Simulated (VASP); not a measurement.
```xyz
6
Lattice="-3.2479 3.2479 1.9238 3.2479 -3.2479 1.9238 3.2479 3.2479 -1.9238" Properties=species:S:1:pos:R:3 pbc="T T T"
Cu    -0.5546     4.8718     0.4809
Cu     1.6239     3.8025     1.4428
Cu     0.5546     1.6239     0.4809
Cu    -1.6239     2.6933     1.4428
S      3.2479     0.0000     0.9619
S      0.0000     0.0000     1.9238
```

Computed with PBEsol GGA, VASP's PBE PAW potentials (set 64) (plane waves; VASP). Settings: 400 eV cut-off, 10×10×10 Γ-centred mesh, tetrahedra with Blöchl corrections, potentials Cu S.

Problem. The job: Cu$_{2}$S (space group I-42d), 6 atoms, PBEsol, static run, 400 eV, 10×10×10 Γ-centred mesh. Roughly how much core time does it take on a busy server core?

Solution. About 3 core-minutes (one run on a shared machine, a rough figure). It had 102 irreducible k-points, 33 bands, up to 1506 plane waves and 16 electronic steps.

The structure comes from a computed database's Cu2S entry (I-42d); how it stands against other phases isn't given here. It was relaxed first.
